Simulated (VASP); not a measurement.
Hf2Pt:

```
CELL_PARAMETERS angstrom
3.56523 0.00000 0.00000
0.00000 3.56523 0.00000
0.00000 0.00000 4.83579
ATOMIC_POSITIONS crystal
Hf 0.50000 0.50000 0.00000
Hf 0.00000 0.00000 0.00000
Pt 0.00000 0.00000 0.50000
```

The cell was built by a generator and needn't be a form met in nature.

| Property | Result |
| --- | --- |
| Program | VASP 6.6.1 |
| Task | relaxation of cell and atoms |
| Functional | PBE |
| Potentials or basis | VASP PAW PBE potentials, release 64 (Hf_pv, Pt) |
| Cutoff | 600 eV |
| k mesh | 8 × 8 × 6 |
| Occupations | methfessel-paxton, width 0.2 eV |
| Spin | no spin polarisation |

At the start: pressure 26.3 GPa; volume 20.49 Å³/atom.

Question: Where does the relaxation end?

Answer: Over 7 steps the energy falls by 420.4 meV/atom and the volume is 26.15 Å³/atom (+27.6 %); space group P4/mmm (No. 123, to 0.05 Å).

Step by step:
```tsv
step	energy change (eV)	largest force (eV/Å)	pressure (GPa)	volume (Å³)
1	0.0000	0.0000	26.32	61.47
2	-0.6187	0.0000	-9.84	96.26
3	-1.2180	0.0000	-1.21	78.70
4	-1.2361	0.0000	1.51	77.79
5	-1.2610	0.0000	0.16	78.19
6	-1.2610	0.0000	0.18	78.18
7	-1.2611	0.0000	-0.02	78.44
```

Final structure:
```cif
data_structure
_symmetry_space_group_name_H-M 'P 1'
_symmetry_Int_Tables_number 1
_cell_length_a 3.9814
_cell_length_b 3.9814
_cell_length_c 4.9481
_cell_angle_alpha 90.000
_cell_angle_beta 90.000
_cell_angle_gamma 90.000
_cell_volume 78.44
loop_
_atom_site_label
_atom_site_type_symbol
_atom_site_fract_x
_atom_site_fract_y
_atom_site_fract_z
_atom_site_occupancy
Hf1 Hf 0.50000 0.50000 0.00000 1
Hf2 Hf 0.00000 0.00000 0.00000 1
Pt1 Pt 0.00000 0.00000 0.50000 1
```

Caveat: the volume moved by over 15 % at a fixed basis, so the end points are rough.
